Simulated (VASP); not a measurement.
Data:

```yaml
crystal:
  lattice:
    - [3.10089, 0.00000, 0.00000]
    - [-1.55044, 2.68545, 0.00000]
    - [0.00000, 0.00000, 5.52674]
  atoms:
    - { symbol: V, position: [0.00000, 0.00000, 0.00000] }
    - { symbol: S, position: [0.66667, 0.33333, 0.73672] }
    - { symbol: S, position: [0.33333, 0.66667, 0.26328] }
```

Level of theory: LDA (Ceperley-Alder, Perdew-Zunger), VASP's LDA PAW potentials (set 64) (plane waves; VASP). Numerical set-up: 400 eV cut-off, Gaussian smearing of 0.050 eV, potentials V_sv S.

**Question.** Estimate the band gap (along the path) with the smallest direct gap where there is one.

**Answer.** 
```
Item                                                          Value
-------------------------  ----------------------------------------
band gap (along the path)  none (metal, semimetal or under 0.01 eV)
```

Only differences to runs with the same potentials and settings are physical.

The structure comes from a computed database's VS2 entry (P-3m1); how it stands against other phases isn't given here. It was relaxed first, which changed the volume by -16 %. The run is not spin-polarised, so no magnetic state was tried. The electron count is odd and the run is not spin-polarised, which forces a metal.
